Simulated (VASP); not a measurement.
Method: optB86b-vdW, VASP's PBE PAW potentials (set 64) (plane waves; VASP).

The input files of a VASP run:

### INCAR
```
SYSTEM = MnS
PREC = Accurate; ENCUT = 520; LREAL = .False.
LASPH = .True.
EDIFF = 1E-6; NELM = 100; ALGO = Normal
LMAXMIX = 4
ISMEAR = 0; SIGMA = 0.05
GGA = MK; LUSE_VDW = .True.; AGGAC = 0.0
PARAM1 = 0.1234; PARAM2 = 1.0
MAGMOM = 5.0 -5.0 2*0.0
ISPIN = 2
IBRION = 2; NSW = 60; ISIF = 3
EDIFFG = -0.02
LWAVE = .False.; LCHARG = .False.; LORBIT = 10
```

File POSCAR:
```
MnS
1.0
  5.0319655970   2.5097811617   2.5097811617
  2.5097811617   5.0319655970   2.5097811617
  2.5097811617   2.5097811617   5.0319655970
Mn S
2 2
Cartesian
  0.0000000000   0.0000000000   0.0000000000
  5.0257639602   5.0257639602   5.0257639602
  2.5128819801   2.5128819801   2.5128819801
  7.5386459403   7.5386459403   7.5386459403
```

File KPOINTS:
```
Automatic mesh
0
Gamma
7 7 7
0 0 0
```

POTCAR, in this order: Mn_pv S (PBE.64 set). Program: vasp_std.

Energy and stress use the plane-wave basis of the starting cell.

**Question.** Predict the energy per atom (σ→0), cell moment, volume per atom.

**Answer.** 
energy per atom (σ→0): -4.801 eV/atom
cell moment: 0.00 μB
volume per atom: 16.42 Å³/atom

**OSZICAR**
```
...
DAV:   3    -0.192053594325E+02   -0.43671E-03   -0.52138E-03  4314   0.632E-01    0.231E-01
DAV:   4    -0.192046665051E+02    0.69293E-03   -0.28852E-03  5173   0.414E-01    0.141E-01
DAV:   5    -0.192045718589E+02    0.94646E-04   -0.58161E-04  4741   0.234E-01    0.101E-01
DAV:   6    -0.192045514807E+02    0.20378E-04   -0.64397E-05  4776   0.644E-02    0.337E-02
DAV:   7    -0.192045562459E+02   -0.47651E-05   -0.89829E-06  4832   0.278E-02    0.139E-02
DAV:   8    -0.192045547750E+02    0.14708E-05   -0.32938E-06  3469   0.104E-02    0.446E-03
DAV:   9    -0.192045540915E+02    0.68353E-06   -0.29742E-07  2178   0.384E-03
   3 F= -.19204554E+02 E0= -.19204554E+02  d E =-.121436E-01  mag=     0.0000
```

The compound is MnS in the rock salt, AFM-II order structure. This run relaxes it. Symmetry was kept, so distortions that lower it aren't found. The start is the result of an earlier pass.
